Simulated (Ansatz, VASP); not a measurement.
Ti3P2 in VASP and in Ansatz

Contents of INCAR:

```
SYSTEM = Ti3P2
  PREC = Accurate
  ENCUT = 600
  EDIFF = 1E-7
  ISMEAR = 0
  SIGMA = 0.1
  LREAL = .False.
  LASPH = .True.
  NELM = 80
  ALGO = Normal
  ISIF = 3
  LWAVE = .False.
  LCHARG = .False.
  GGA = PE
  IBRION = 2
  NSW = 90
  EDIFFG = -0.04
```

Contents of KPOINTS:

```
regular mesh
0
Gamma
  4 4 4
  0 0 0
```

POSCAR

```
Ti3P2
1.0
    4.6308608100      0.0000000000      0.0000000000
    0.0000000000      4.6308608100      0.0000000000
    0.0000000000      0.0000000000      4.6308608100
Ti P
3 2
Direct
    0.0000000000      0.5000000000      0.5000000000
    0.5000000000      0.0000000000      0.5000000000
    0.5000000000      0.5000000000      0.0000000000
    0.0000000000      0.0000000000      0.0000000000
    0.5000000000      0.5000000000      0.5000000000
```

Input for Ansatz:

```yaml
crystal:
  lattice:
    - [4.63086081, 0.0, 0.0]
    - [0.0, 4.63086081, 0.0]
    - [0.0, 0.0, 4.63086081]
  atoms:
    - { symbol: Ti, position: [0.0, 0.5, 0.5] }
    - { symbol: Ti, position: [0.5, 0.0, 0.5] }
    - { symbol: Ti, position: [0.5, 0.5, 0.0] }
    - { symbol: P, position: [0.0, 0.0, 0.0] }
    - { symbol: P, position: [0.5, 0.5, 0.5] }
basis:
  ecutwfc: 420
kpoints:
  mp_grid: { grid: [4, 4, 4] }
hamiltonian:
  xc: pbe
scf:
  occupations: { method: gaussian, width: 0.1 }
  lower_state_search: "off"
output:
  forces: true
  stress: true
  eigenvalues: true
relax:
  adjacent_minimum: "off"
  f_tol: 0.04
  max_steps: 70
  cell: { stress_tol: 0.4 }
```

Alike in both runs: task relaxation of cell and atoms; functional PBE; k mesh 4 × 4 × 4; occupations gaussian, width 0.1 eV; no spin polarisation.

```csv
,VASP,Ansatz
version,VASP 6.6.1,Ansatz 0.2.0
potentials or method,"VASP PAW PBE potentials, release 64 (Ti_sv, P)","scalar-relativistic, plane waves, PAW"
plane-wave cutoff (eV),600,420
valence electrons in the cell,46,46
```

```tsv
	VASP	Ansatz	Ansatz less VASP
gap on the k mesh at the Fermi level, each at its own relaxed structure (eV)	none	none	-
relaxed volume (Å³/atom)	18.22	18.19	-0.030
relaxed cell length with the largest relative difference (Å)	4.499	4.497	-0.0025
energy change over the relaxation (meV/atom)	-40	-40	-0.2
```

A gap of «none» marks a metal or a gap that the smearing closes.
